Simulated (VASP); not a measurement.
GeH: single point with PBE

Crystal: GeH.

```
Ge H
1.0
     0.00000    2.36397    2.36397
     2.36397    0.00000    2.36397
     2.36397    2.36397    0.00000
Ge H
1 1
Cartesian
  1.1820 1.1820 1.1820
  0.0000 0.0000 0.0000
```

The cell was built by a generator and needn't be a form met in nature.

* Program: VASP 6.6.1
* Task: single point
* Functional: PBE
* Potentials or basis: VASP PAW PBE potentials, release 64 (Ge_d, H)
* Cutoff: 520 eV
* k mesh: 12 × 12 × 12
* Occupations: fermi-dirac, width 0.0189 eV
* Spin: no spin polarisation

```json
{
  "Pressure": "-2.0 GPa",
  "Band gap on the k mesh": "none (metal or under the smearing width)"
}
```

Levels at points of the mesh, in eV from the Fermi level:
```
           k point  band 3  band 4  band 5  band 6  band 7  band 8  band 9  band 10  band 11  band 12
(0.00, 0.00, 0.00)  -24.94  -24.92  -24.92  -12.64    3.38    5.48    5.48     5.48    10.42    10.42
(0.50, 0.00, 0.00)  -24.94  -24.90  -24.90   -9.12   -5.93    3.49    3.94     3.94     9.90     9.90
(0.50, 0.50, 0.00)  -24.90  -24.90  -24.90   -6.74   -6.60    1.07    1.07     2.02     4.84    16.82
```

Run time: 14 s on 1 thread of Intel(R) Xeon(R) 6975P-C (Granite Rapids) (shared host), peak memory 0.17 GiB.
